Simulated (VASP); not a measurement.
Input:

```xyz
7
Lattice="6.1562 0.0000 0.0000 -3.0781 5.3314 0.0000 0.0000 0.0000 5.6389" Properties=species:S:1:pos:R:3 pbc="T T T"
Mo     0.0000     0.0000     2.8195
Cl     0.9371     1.6231     1.4934
Cl     2.1410     3.7083     4.1455
Cl     4.2820     0.0000     1.4934
Cl    -1.2039     5.3314     4.1455
Cl     4.0152     3.7083     1.4934
Cl    -0.9371     1.6231     4.1455
```

These are r2SCAN meta-GGA, VASP's PBE PAW potentials (set 64) (plane waves; VASP 6.6.1) values and carry that method's errors. Numerical set-up: 400 eV cut-off, 5×5×5 Γ-centred mesh, tetrahedra with Blöchl corrections, potentials Mo_sv Cl.

The cores are frozen, which limits the accuracy of field gradients.

**Question.** Give the principal components of the electric field gradient (V/Å²) and the asymmetry η at each nucleus.

**Answer.** 
```json
[
 {"atom": "Mo1", "Vxx": "0.3", "Vyy": "0.3", "Vzz": "-0.7", "η": "0.00"},
 {"atom": "Cl2", "Vxx": "-48.8", "Vyy": "-38.5", "Vzz": "87.4", "η": "0.12"},
 {"atom": "Cl3", "Vxx": "-48.8", "Vyy": "-38.5", "Vzz": "87.4", "η": "0.12"},
 {"atom": "Cl4", "Vxx": "-48.8", "Vyy": "-38.5", "Vzz": "87.4", "η": "0.12"},
 {"atom": "Cl5", "Vxx": "-48.8", "Vyy": "-38.5", "Vzz": "87.4", "η": "0.12"},
 {"atom": "Cl6", "Vxx": "-48.8", "Vyy": "-38.5", "Vzz": "87.4", "η": "0.12"},
 {"atom": "Cl7", "Vxx": "-48.8", "Vyy": "-38.5", "Vzz": "87.4", "η": "0.12"}
]
```

The structure comes from a computed database's MoCl6 entry (P-31m); how it stands against other phases isn't given here. It was relaxed first.
